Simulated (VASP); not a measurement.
```xyz
3
Lattice="-1.7531 1.7531 4.8246 1.7531 -1.7531 4.8246 1.7531 1.7531 -4.8246" Properties=species:S:1:pos:R:3 pbc="T T T"
Lu     1.7531     1.7531     4.8246
Ge     1.7531     1.7531    -1.8469
Ge     0.0000     0.0000     6.6715
```

The numbers are results of PBEsol GGA, VASP's PBE PAW potentials (set 64) (plane waves; VASP), not measurements. Run with 480 eV cut-off, 12×12×12 Γ-centred mesh, first-order Methfessel-Paxton smearing of 0.10 eV, potentials Lu_3 Ge_d.

**Question.** Give the stress tensor in GPa (positive for a compressed cell).

**Answer.** 
```
-1.74   0.00   0.00
 0.00  -1.74   0.00
 0.00   0.00  -0.67
```
The pressure is its mean diagonal, -1.38 GPa.

The structure was generated: LuGe2 was put into the MoSi2 type (I4/mmm), which need not be its known phase. This cell was strained or had an atom moved on purpose. The electron count is odd and the run is not spin-polarised, which forces a metal.
